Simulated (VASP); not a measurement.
**AlRh (Pm-3m) under biaxial strain in the (111) plane**

Wanted: the elastic response of AlRh to biaxial strain in the (111) plane, with a fit that predicts a row left out.

Calculated with VASP 6.6.1; PBEsol; plane waves and PAW (Rh_pv, Al); cell typed or built by script, in the first sound run; inputs show where later runs differ.

### 1. Set-up

Symmetry: Pm-3m, No. 221, cubic system. Conventional cell: a = 2.970 Å, b = 2.970 Å, c = 2.970 Å, α = 90.00°, β = 90.00°, γ = 90.00°. Rh has 8 Al at 2.57 Å nearest. Al has 8 Rh at 2.57 Å nearest. Farther neighbours are not listed.

As a file:

```xyz
2
Lattice="2.9700 0.0000 0.0000 0.0000 2.9700 0.0000 0.0000 0.0000 2.9700" Properties=species:S:1:pos:R:3 pbc="T T T"
Rh    0.0000    0.0000    0.0000
Al    1.4850    1.4850    1.4850
```

### 2. Relax the crystal, PBEsol

The series starts from the cell that this level prefers, so that zero strain is near zero stress.

Level: PBEsol; plane waves and PAW (Rh_pv, Al); cell typed or built by script.

INCAR

```
SYSTEM = AlRh
PREC = Accurate
ENCUT = 450
EDIFF = 1E-07
NELM = 120
ISMEAR = 1
SIGMA = 0.15
LREAL = .FALSE.
ALGO = Normal
GGA = PS
NBANDS = 15
LASPH = .TRUE.
LORBIT = 11
LWAVE = .FALSE.
LCHARG = .FALSE.
KPAR = 8
IBRION = 2
NSW = 40
ISIF = 3
EDIFFG = -0.005
POTIM = 0.4
```

POSCAR

```
AlRh
1.0
    2.9700000000      0.0000000000      0.0000000000
    0.0000000000      2.9700000000      0.0000000000
    0.0000000000      0.0000000000      2.9700000000
Rh Al
1 1
Direct
    0.0000000000      0.0000000000      0.0000000000
    0.5000000000      0.5000000000      0.5000000000
```

KPOINTS

```
Automatic mesh
0
Gamma
17 17 17
0 0 0
```

The projector-augmented-wave data sets are Rh_pv and Al (PBE family, release 64).

The run is started by

```
$ mpirun -np 8 vasp_std
```

The program printed:

```text
[banner, memory and clock lines left out]
running    8 mpi-ranks, on    1 nodes
[...]
|                                                                             |
|           W    W    AA    RRRRR   N    N  II  N    N   GGGG   !!!           |
|           W    W   A  A   R    R  NN   N  II  NN   N  G    G  !!!           |
|           W    W  A    A  R    R  N N  N  II  N N  N  G       !!!           |
|           W WW W  AAAAAA  RRRRR   N  N N  II  N  N N  G  GGG   !            |
|           WW  WW  A    A  R   R   N   NN  II  N   NN  G    G                |
|           W    W  A    A  R    R  N    N  II  N    N   GGGG   !!!           |
|                                                                             |
|     For optimal performance we recommend to set                             |
|       NCORE = 2 up to number-of-cores-per-socket                            |
|     NCORE specifies how many cores store one orbital (NPAR=cpu/NCORE).      |
|     This setting can greatly improve the performance of VASP for DFT.       |
[...]
DAV:   6    -0.144090395529E+02    0.23977E-06   -0.53847E-07  5769   0.812E-03    0.109E-03
DAV:   7    -0.144090394779E+02    0.74987E-07   -0.14317E-08  2874   0.126E-03
   2 F= -.14409039E+02 E0= -.14409218E+02  d E =0.941629E-05
 trial-energy change:    0.000009  1 .order    0.000005   -0.000277    0.000286
 step:   0.4790(harm=  0.4918)  dis= 0.00000  next Energy=   -14.409115 (dE=-0.658E-04)
[...]
N       E                     dE             d eps       ncg     rms          rms(c)
DAV:   1    -0.144111197709E+02   -0.20802E-02   -0.21867E-02  4950   0.194E+00    0.359E-01
DAV:   2    -0.144094876820E+02    0.16321E-02   -0.95212E-03  4978   0.118E+00    0.154E-01
DAV:   3    -0.144091220734E+02    0.36561E-03   -0.80690E-04  5006   0.353E-01    0.293E-02
DAV:   4    -0.144091139492E+02    0.81242E-05   -0.39594E-05  5566   0.429E-02    0.578E-03
DAV:   5    -0.144091142868E+02   -0.33757E-06   -0.86387E-07  5573   0.808E-03    0.380E-03
DAV:   6    -0.144091146552E+02   -0.36846E-06   -0.13627E-07  4953   0.414E-03    0.545E-04
DAV:   7    -0.144091146983E+02   -0.43078E-07   -0.50805E-09  2552   0.744E-04
   3 F= -.14409115E+02 E0= -.14409286E+02  d E =-.658042E-04
[...]
reached required accuracy - stopping structural energy minimisation
```

Wall time 15 s (8 MPI ranks of Intel Xeon Platinum 8488C (Sapphire Rapids), shared host); peak memory 1.4 GiB; 90 s of CPU time.

The logs omit lines about the potential files and the build; timing stands in the text.

OUTCAR, selected parts (step 2):

```text
  Total        0.0011698      0.0011698      0.0011698      0.0000000      0.0000000      0.0000000
  in kB        0.0714039      0.0714039      0.0714039      0.0000000      0.0000000      0.0000000
  external PRESSURE =       0.0714039 kB  Pullay stress =       0.0000000 kB

 POSITION                                       TOTAL-FORCE (eV/Angst)
 -----------------------------------------------------------------------------------
      0.00000      0.00000      0.00000         0.000000      0.000000      0.000000
      1.48595      1.48595      1.48595        -0.000000     -0.000000      0.000000
 -----------------------------------------------------------------------------------
    total drift:                                0.000000      0.000000      0.000000

  FREE ENERGIE OF THE ION-ELECTRON SYSTEM (eV)
  ---------------------------------------------------
  free  energy   TOTEN  =       -14.4091146983 eV

  energy  without entropy=      -14.4096272774  energy(sigma->0) =      -14.40928556

 reached required accuracy - stopping structural energy minimisation

[... 3 further parts left out ...]
[key lines of the parts left out:]
E-fermi :  11.6700
```

Read from the output:

* energy(sigma→0) of the program: -14.4093 eV
* stress, compression positive: 0.01 along [111], 0.01 across it (mean), GPa
* volume: 26.248 Å³
* ionic steps: 3

### 3. Strain along the normal, PBEsol

One member in full: the plane is strained by 1 %, and the strain along the normal is moved by secant steps until the normal stress is under 0.012 GPa or five steps are spent; the atoms relax at each step.

This step took 3 runs, each at a new trial strain with the atoms of the one before; the last is shown.

Level: PBEsol; plane waves and PAW (Rh_pv, Al); cell typed or built by script.

Changes to INCAR since step 2:

```diff
@@ -15,7 +15,7 @@
 LCHARG = .FALSE.
-KPAR = 8
-IBRION = 2
-NSW = 40
-ISIF = 3
-EDIFFG = -0.005
-POTIM = 0.4
+KPAR = 2
+IBRION = 1
+NSW = 25
+ISIF = 2
+EDIFFG = -0.004
+POTIM = 0.3
```

POSCAR

```
AlRh
1.0
    2.9848994640     -0.0167176390     -0.0167176390
   -0.0167176390      2.9848994640     -0.0167176390
   -0.0167176390     -0.0167176390      2.9848994640
Rh Al
1 1
Direct
    0.0000000000      0.0000000000      0.0000000000
    0.5000000000      0.5000000000      0.5000000000
```

KPOINTS is that of step 2.

The run is started by

```
$ mpirun -np 2 vasp_std
```

The program printed:

```text
[banner, memory and clock lines left out]
running    2 mpi-ranks, on    1 nodes
[...]
[... a notice as in an earlier step ...]

 LDA part: xc-table for (Slater+PW92), standard interpolation
 POSCAR, INCAR and KPOINTS ok, starting setup
[...]
entering main loop
       N       E                     dE             d eps       ncg     rms          rms(c)
DAV:   1     0.115985258536E+03    0.11599E+03   -0.97235E+03 15020   0.107E+03
DAV:   2    -0.131703457783E+02   -0.12916E+03   -0.12431E+03 17155   0.308E+02
DAV:   3    -0.150330486581E+02   -0.18627E+01   -0.18590E+01 17316   0.404E+01
DAV:   4    -0.150474064865E+02   -0.14358E-01   -0.14357E-01 17478   0.372E+00
[...]
DAV:  11    -0.144029784292E+02    0.13548E-05   -0.19999E-06 18142   0.172E-02    0.403E-03
DAV:  12    -0.144029778367E+02    0.59249E-06   -0.62862E-08 11017   0.285E-03    0.229E-04
DAV:  13    -0.144029778183E+02    0.18456E-07   -0.49037E-09  8672   0.635E-04
   1 F= -.14402978E+02 E0= -.14403266E+02  d E =-.144030E+02
 BRION: g(F)=  0.775E-60 g(S)=  0.000E+00
 reached required accuracy - stopping structural energy minimisation
```

It took 38 s on 2 MPI ranks; peak memory 0.51 GiB.

From OUTCAR (step 3):

```text
  Total       -0.4343372     -0.4343372     -0.4343372      0.2169215      0.2169215      0.2169215
  in kB      -26.1691439    -26.1691439    -26.1691439     13.0696848     13.0696848     13.0696848
  external PRESSURE =     -26.1691439 kB  Pullay stress =       0.0000000 kB

 POSITION                                       TOTAL-FORCE (eV/Angst)
 -----------------------------------------------------------------------------------
      0.00000      0.00000      0.00000        -0.000000     -0.000000      0.000000
      1.47573      1.47573      1.47573         0.000000      0.000000      0.000000
 -----------------------------------------------------------------------------------
    total drift:                                0.000000      0.000000      0.000000

  FREE ENERGIE OF THE ION-ELECTRON SYSTEM (eV)
  ---------------------------------------------------
  free  energy   TOTEN  =       -14.4029778183 eV

  energy  without entropy=      -14.4038436447  energy(sigma->0) =      -14.40326643

[... 1 part as in an earlier step ...]

[... 3 further parts left out ...]
[key lines of the parts left out:]
E-fermi :  11.4659
```

This run gave:

```
energy(sigma→0) of the program : -14.4033 eV
stress, compression positive   : 0.00 along [111], -3.92 across it (mean), GPa
ionic steps                    : 1
```

### 4. The whole series

The other members went through these steps as far as the tables show, with the same cutoff and, step by step, the same mesh; 26 runs are not shown. The session took 0.61 core hours (wall time by ranks) on a shared machine.

```
in-plane strain (%)  strain along the normal (%)  in-plane stress, tension positive (GPa)  energy above the unstrained row, extrapolated to no smearing (meV/atom)
             -2.000                        1.600                                   -8.746                                                                   14.173
             -1.500                        1.175                                        ?                                                                        ?
             -1.000                        0.767                                   -4.221                                                                    3.546
             -0.500                        0.378                                   -2.072                                                                    0.922
                  0                        0.004                                   -0.007                                                                    0.000
              0.500                       -0.353                                    1.984                                                                    0.716
              1.000                       -0.688                                    3.924                                                                    3.033
              1.500                       -1.000                                    5.814                                                                    6.926
              2.000                       -1.291                                    7.647                                                                   12.365
```

### 5. Stress from the known rows

A least-squares parabola through the 8 rows shown, with e the strain in %: stress = − 0.1353 e² + 4.090 e − 0.01085 (GPa), r.m.s. residual 0.015 GPa.

At e = -1.5 this predicts -6.451 GPa.

### 6. Checking the prediction

The calculation gives -6.448 GPa, so the prediction is 0.003 GPa too low.

Slopes at zero strain, from cubics through all rows: strain ratio -0.729, stress over strain 406 GPa.

### 7. Summary of results

```json
{
  "error of the predicted stress": "-0.003 GPa",
  "ratio of normal to in-plane strain": "-0.729",
  "biaxial modulus": "406 GPa"
}
```

What this shows: As a check, the curvature of the energy gives 402 GPa for the same modulus (energy per volume = M × strain²), 1 % from the slope of the stress; these energies are extrapolated to no smearing, while the stress belongs to the free energy, so part of the difference may come from that. The energy also has a linear term worth 0.12 GPa that the stress column lacks, a mark of the finite basis or of the smearing. These are static values: temperature and zero-point motion are left out. In a metal the slopes also depend on mesh and smearing, which were held through the series.

[Lines on the potential files, build, host, timing and source positions are cut from VASP's logs without a mark.]

[Logs are printed without paths, hosts, clocks, repeated set-up lines and the standing remarks that a program may print on its own settings, such as how far it seeks lower states.]

[Hosts, paths, dates, database ids (printed as entryN), source tags and the programs' standing remarks are cut or masked in the printed files.]

[In band tables of VASP the shares of atoms and orbitals are scaled to a sum of 1 inside the atoms' spheres.]
